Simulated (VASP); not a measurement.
A run of VASP 6.6.1 is set up as follows.

The input INCAR:

```
SYSTEM = Li3Nd
ALGO = Normal ; EDIFF = 1E-7
ENCUT = 520 ; GGA = PE
ISIF = 2 ; ISMEAR = -1
ISPIN = 2 ; LASPH = .TRUE.
LCHARG = .TRUE. ; LELF = .TRUE.
LMAXMIX = 6 ; LORBIT = 11
LREAL = .FALSE. ; LVHAR = .TRUE.
LWAVE = .FALSE. ; MAGMOM = 3 0 0 0
NBANDS = 24 ; NELM = 120
PREC = Accurate ; SIGMA = 0.05
```

Contents of KPOINTS:

```
k-points
0
G
  6 6 6
  0 0 0
```

Contents of POSCAR:

```
Li3Nd
1.0
    0.0000000000      3.6669570000      3.6669570000
    3.6669570000      0.0000000000      3.6669570000
    3.6669570000      3.6669570000      0.0000000000
Nd Li
1 3
Direct
    0.0070280000     -0.0006380000     -0.0118960000
    0.4847390000      0.5010240000      0.5051070000
    0.7530970000      0.7465750000      0.7609640000
    0.2569700000      0.2403510000      0.2485190000
```

Potentials or basis: VASP PAW PBE potentials, release 64 (Nd, Li_sv).

Run with:

```bash
$ cat potpaw_PBE.64/Nd/POTCAR potpaw_PBE.64/Li_sv/POTCAR > POTCAR
$ mpirun -np 1 vasp_std > vasp.out
```

(1) Predict the largest force.

(2) What does it give for the band gap on the k mesh?

(3) Predict the site moments.

Results:

(1) 0.215 eV/Å.

(2) none (metal or under the smearing width).

(3) Nd +3.41; Li +0.01, +0.02 μB.

Caveat: the magnetic or orbital state may not be the lowest; spin-orbit coupling is left out, which moves the levels of the heavy elements; without U or exact exchange the open f shell lies at the Fermi level, which spoils levels, moments and volumes.
